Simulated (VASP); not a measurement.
Level of theory: r2SCAN meta-GGA, VASP's PBE PAW potentials (set 64) (plane waves; VASP 6.6.1).

The input files of a VASP run:

**POSCAR**
```
TiC
1
    0.0000000000     2.1771111373     2.1771111373
    2.1771111373     0.0000000000     2.1771111373
    2.1771111373     2.1771111373     0.0000000000
Ti C
1 1
Direct
  0.0000000000   0.0000000000   0.0000000000
  0.5000000000   0.5000000000   0.5000000000
```

### KPOINTS
```
kpoints
0
Gamma
14 14 14
```

INCAR:
```
SYSTEM = TiC
PREC = Accurate
ENCUT = 600
EDIFF = 1E-7
NELM = 100
ALGO = Normal
LREAL = .FALSE.
LASPH = .TRUE.
ISMEAR = 1
SIGMA = 0.1
METAGGA = R2SCAN
LMIXTAU = .TRUE.
LMAXMIX = 4
LWAVE = .FALSE.
LCHARG = .FALSE.
ISIF = 2
```

POTCAR, in this order: Ti_sv C (PBE.64 set). Program: vasp_std.

**Question.** What does the run give for the energy per atom (σ→0), pressure, band gap (on the k-mesh)?

**Answer.** 
* **energy per atom (σ→0)**: -12.434 eV/atom
* **band gap (on the k-mesh)**: none (metal, semimetal or under 0.01 eV)
* **pressure**: -3.85 GPa

File OSZICAR:
```
...
DAV:  14    -0.248674752757E+02    0.36660E-04   -0.18619E-04  3576   0.177E-01    0.122E-02
DAV:  15    -0.248674743321E+02    0.94358E-06   -0.18536E-05  3200   0.436E-02    0.781E-03
DAV:  16    -0.248674739279E+02    0.40419E-06   -0.26871E-06  3032   0.183E-02    0.742E-03
DAV:  17    -0.248674712110E+02    0.27169E-05   -0.27058E-06  2936   0.255E-02    0.164E-03
DAV:  18    -0.248674716347E+02   -0.42371E-06   -0.37488E-07  2900   0.695E-03    0.549E-04
DAV:  19    -0.248674714377E+02    0.19705E-06   -0.16133E-08  1340   0.173E-03    0.314E-04
DAV:  20    -0.248674715261E+02   -0.88372E-07   -0.10670E-08  1280   0.915E-04
   1 F= -.24867472E+02 E0= -.24867468E+02  d E =-.106780E-04
```

The compound is TiC in the rock salt structure. This cell was strained or had an atom moved on purpose.
